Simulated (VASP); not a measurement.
Calculation: PBEsol GGA, VASP's PBE PAW potentials (set 64) (plane waves; VASP).

Input for VASP

**INCAR**
```
SYSTEM = RuS2
PREC = Accurate
ENCUT = 400
EDIFF = 1E-7
NELM = 100
ALGO = Normal
LREAL = .FALSE.
LASPH = .TRUE.
ISMEAR = -5
GGA = PS
LMAXMIX = 4
LWAVE = .FALSE.
LCHARG = .TRUE.
LORBIT = 11
NEDOS = 601
ISIF = 2
```

**KPOINTS**
```
kpoints
0
Gamma
  5 5 5
0 0 0
```

**POSCAR**
```
RuS2
1
    5.5788206361     0.0000000000     0.0000000000
   -0.0000000000     5.5788206361     0.0000000000
    0.0000000000     0.0000000000     5.5788206361
Ru S
4 8
Direct
  0.0000000000   0.5000000000   0.5000000000
  0.5000000000   0.0000000000   0.5000000000
  0.0000000000   0.0000000000   1.0000000000
  0.5000000000   0.5000000000   1.0000000000
  0.6134556404   0.8865443596   0.1134556404
  0.1134556404   0.6134556404   0.8865443596
  0.6134556404   0.6134556404   0.6134556404
  0.3865443596   0.3865443596   0.3865443596
  0.8865443596   0.1134556404   0.6134556404
  0.8865443596   0.3865443596   0.1134556404
  0.1134556404   0.8865443596   0.3865443596
  0.3865443596   0.1134556404   0.8865443596
```

POTCAR, in this order: Ru_pv S (PBE.64 set). Program: vasp_std.

Output

File OUTCAR:
```
 ion  position               nearest neighbor table
   1  0.000  0.500  0.500-   7 2.33   8 2.33   9 2.33  11 2.33  10 2.33   6 2.33
   2  0.500  0.000  0.500-   7 2.33   8 2.33   9 2.33  11 2.33   5 2.33  12 2.33
   3  0.000  0.000  0.000-   5 2.33   6 2.33  10 2.33  12 2.33  11 2.33   9 2.33
   4  0.500  0.500  0.000-   5 2.33   6 2.33  10 2.33  12 2.33   7 2.33   8 2.33
   5  0.613  0.887  0.113-  12 2.19   4 2.33   3 2.33   2 2.33
   6  0.113  0.613  0.887-  10 2.19   4 2.33   3 2.33   1 2.33
   7  0.613  0.613  0.613-   8 2.19   2 2.33   1 2.33   4 2.33
   8  0.387  0.387  0.387-   7 2.19   2 2.33   1 2.33   4 2.33
   9  0.887  0.113  0.613-  11 2.19   2 2.33   1 2.33   3 2.33
  10  0.887  0.387  0.113-   6 2.19   4 2.33   3 2.33   1 2.33
  11  0.113  0.887  0.387-   9 2.19   2 2.33   1 2.33   3 2.33
  12  0.387  0.113  0.887-   5 2.19   4 2.33   3 2.33   2 2.33
  LATTYP: Found a simple cubic cell.
 ALAT       =     5.5788206361
 Subroutine PRICEL returns:
 Original cell was already a primitive cell.
 Subroutine GETGRP returns: Found 24 space group operations
The static configuration has the point symmetry S_6 .
 The point group associated with its full space group is T_h .
The dynamic configuration has the point symmetry S_6 .
 Subroutine INISYM returns: Found 24 space group operations
 Subroutine IBZKPT returns following result:
 Found     11 irreducible k-points:

 Following reciprocal coordinates:
            Coordinates               Weight
  0.000000  0.000000  0.000000      1.000000
  0.200000  0.000000  0.000000      6.000000
  0.400000  0.000000  0.000000      6.000000
  0.200000  0.200000  0.000000     12.000000
  0.400000  0.200000  0.000000     12.000000
 -0.200000  0.400000  0.000000     12.000000
  0.400000  0.400000  0.000000     12.000000
  0.200000  0.200000  0.200000      8.000000
  0.400000  0.200000  0.200000     24.000000
  0.400000  0.400000  0.200000     24.000000
  0.400000  0.400000  0.400000      8.000000
   k-points           NKPTS =     11   k-points in BZ     NKDIM =     11   number of bands    NBANDS=     62
   number of dos      NEDOS =    601   number of ions     NIONS =     12
   total plane-waves  NPLWV =  46656
   dimension x,y,z NGX =    36 NGY =   36 NGZ =   36
   dimension x,y,z NGXF=    72 NGYF=   72 NGZF=   72
   ions per type =               4   8
   PREC   = accura    normal or accurate (medium, high low for compatibility)
   ISTART =      0    job   : 0-new  1-cont  2-samecut
   ICHARG =      2    charge: 1-file 2-atom 10-const
   ISPIN  =      1    spin polarized calculation?
   LNONCOLLINEAR =      F non collinear calculations
   LSORBIT =      F    spin-orbit coupling
   INIWAV =      1    electr: 0-lowe 1-rand  2-diag
   ENCUT  =  400.0 eV  29.40 Ry    5.42 a.u.   9.10  9.10  9.10*2*pi/ulx,y,z
   NELM   =    100;   NELMIN=  2; NELMDL= -5     # of ELM steps
   EDIFF  = 0.1E-06   stopping-criterion for ELM
   LREAL  =      F    real-space projection
   NLSPLINE    = F    spline interpolate recip. space projectors
   LMAXMIX     =    4 max onsite mixed and CHGCAR
   VOSKOWN=      0    Vosko Wilk Nusair interpolation
   EDIFFG = 0.1E-05   stopping-criterion for IOM
   NSW    =      0    number of steps for IOM
   NBLOCK =      1;   KBLOCK =      1    inner block; outer block
   IBRION =     -1    ionic relax: 0-MD 1-quasi-New 2-CG
   NFREE  =      0    steps in history (QN), initial steepest desc. (CG)
   ISIF   =      2    stress and relaxation
   ISYM   =      2    0-nonsym 1-usesym 2-fastsym
   TEIN   =    0.0    initial temperature
   TEBEG  =    0.0;   TEEND  =   0.0 temperature during run
   SMASS  =  -3.00    Nose mass-parameter (am)
   PSTRESS=    0.0 pullay stress
   NELECT =     104.0000    total number of electrons
   EFERMI =   0.00;   METHOD = LEGACY
   ISMEAR =    -5;   SIGMA  =   0.20  broadening in eV -4-tet -1-fermi 0-gaus
   IALGO  =     38    algorithm
   LDIAG  =      T    sub-space diagonalisation (order eigenvalues)
   IMIX   =      4    mixing-type and parameters
...
```

**OSZICAR**
```
       N       E                     dE             d eps       ncg     rms          rms(c)
DAV:   1     0.875907347181E+03    0.87591E+03   -0.49290E+04  1524   0.135E+03
DAV:   2    -0.208534770934E+02   -0.89676E+03   -0.86969E+03  1534   0.392E+02
DAV:   3    -0.844527191263E+02   -0.63599E+02   -0.62471E+02  1690   0.945E+01
DAV:   4    -0.863051848430E+02   -0.18525E+01   -0.18403E+01  1694   0.159E+01
DAV:   5    -0.863425147979E+02   -0.37330E-01   -0.37259E-01  1664   0.233E+00    0.422E+01
DAV:   6    -0.849171983128E+02    0.14253E+01   -0.14376E+01  1538   0.195E+01    0.172E+01
DAV:   7    -0.844656148949E+02    0.45158E+00   -0.67573E+00  1510   0.140E+01    0.142E+01
DAV:   8    -0.840772416573E+02    0.38837E+00   -0.13695E+00  1484   0.664E+00    0.841E-01
DAV:   9    -0.840753897404E+02    0.18519E-02   -0.10812E-01  1688   0.122E+00    0.405E-01
DAV:  10    -0.840748174791E+02    0.57226E-03   -0.86920E-03  1558   0.469E-01    0.188E-01
DAV:  11    -0.840746678583E+02    0.14962E-03   -0.10979E-03  1672   0.155E-01    0.627E-02
DAV:  12    -0.840746819515E+02   -0.14093E-04   -0.20300E-04  1570   0.694E-02    0.483E-02
DAV:  13    -0.840746797887E+02    0.21628E-05   -0.10018E-05  1704   0.164E-02    0.274E-02
DAV:  14    -0.840746785343E+02    0.12544E-05   -0.68333E-06  1616   0.135E-02    0.811E-03
DAV:  15    -0.840746781255E+02    0.40871E-06   -0.35629E-07  1288   0.272E-03    0.354E-03
DAV:  16    -0.840746780072E+02    0.11835E-06   -0.68268E-08   888   0.100E-03    0.186E-03
DAV:  17    -0.840746779416E+02    0.65609E-07   -0.35967E-08   880   0.766E-04
   1 F= -.84074678E+02 E0= -.84074678E+02  d E =0.000000E+00
```

OUTCAR:
```
------------------------ aborting loop because EDIFF is reached ----------------------------------------
  FORCE on cell =-STRESS in cart. coord.  units (eV):
  Direction    XX          YY          ZZ          XY          YZ          ZX
  --------------------------------------------------------------------------------------
  Total       -0.1608945     -0.1608945     -0.1608945     -0.0000000      0.0000000      0.0000000
  in kB       -1.4846521     -1.4846521     -1.4846521     -0.0000000      0.0000000      0.0000000
  external PRESSURE =      -1.4846521 kB  Pullay stress =       0.0000000 kB
  volume of cell :      173.63
      direct lattice vectors                 reciprocal lattice vectors
     5.578820636  0.000000000  0.000000000     0.179249355  0.000000000  0.000000000
     0.000000000  5.578820636  0.000000000     0.000000000  0.179249355  0.000000000
     0.000000000  0.000000000  5.578820636     0.000000000  0.000000000  0.179249355
 POSITION                                       TOTAL-FORCE (eV/Angst)
 -----------------------------------------------------------------------------------
      0.00000      2.78941      2.78941        -0.000000     -0.000000     -0.000000
      2.78941      0.00000      2.78941        -0.000000     -0.000000     -0.000000
      0.00000      0.00000      0.00000        -0.000000     -0.000000     -0.000000
      2.78941      2.78941      0.00000        -0.000000     -0.000000     -0.000000
      3.42236      4.94587      0.63295         0.010880     -0.010880      0.010880
      0.63295      3.42236      4.94587         0.010880      0.010880     -0.010880
      3.42236      3.42236      3.42236         0.010880      0.010880      0.010880
      2.15646      2.15646      2.15646        -0.010880     -0.010880     -0.010880
      4.94587      0.63295      3.42236        -0.010880      0.010880      0.010880
      4.94587      2.15646      0.63295        -0.010880     -0.010880      0.010880
      0.63295      4.94587      2.15646         0.010880     -0.010880     -0.010880
      2.15646      0.63295      4.94587        -0.010880      0.010880     -0.010880
 -----------------------------------------------------------------------------------
    total drift:                               -0.000000      0.000000      0.000000
  FREE ENERGIE OF THE ION-ELECTRON SYSTEM (eV)
  ---------------------------------------------------
  free  energy   TOTEN  =       -84.0746779416 eV

  energy  without entropy=      -84.0746779416  energy(sigma->0) =      -84.07467794

 total charge

# of ion       s       p       d       tot
------------------------------------------
    1        0.341   6.332   6.155  12.828
    2        0.341   6.332   6.155  12.828
    3        0.341   6.332   6.155  12.828
    4        0.341   6.332   6.155  12.828
    5        1.336   2.283   0.000   3.619
    6        1.336   2.283   0.000   3.619
    7        1.336   2.283   0.000   3.619
    8        1.336   2.283   0.000   3.619
    9        1.336   2.283   0.000   3.619
   10        1.336   2.283   0.000   3.619
   11        1.336   2.283   0.000   3.619
   12        1.336   2.283   0.000   3.619
--------------------------------------------------
tot         12.054  43.593  24.620  80.267
```
(Selected blocks of OUTCAR.)

The compound is RuS2 in the pyrite structure. It was relaxed first.
